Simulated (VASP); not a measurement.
## SiMo (relaxed from the NiAs structure, space group P6_3/mmc): computed properties

All values below come from LDA (Ceperley-Alder, Perdew-Zunger), VASP's LDA PAW potentials (set 64) (plane waves; VASP).

```yaml
space_group: P6_3/mmc (194)
cell: a = b = 3.095 Å, c = 6.912 Å, α = β = 90.00°, γ = 120.00°
volume_per_atom: 14.33 Å^3/atom
band gap (over mesh and band path): none (metal, semimetal or under 0.01 eV)
band_gap_with_spin_orbit_coupling: none (metallic)
density: 7.18 g/cm³
```

```
MoSi
1.0
    3.09484     0.00000     0.00000
   -1.54742     2.68021     0.00000
    0.00000     0.00000     6.91215
Mo Si
2 2
Cartesian
  0.00000   0.00000   6.91215
  0.00000   0.00000   3.45607
  0.00000   1.78681   1.72804
  1.54742   0.89340   5.18411
```

The structure was generated: SiMo was put into the NiAs type (P6_3/mmc), which need not be its known phase. It was relaxed first, which changed the volume by -25 %. Symmetry was kept, so distortions that lower it aren't found.
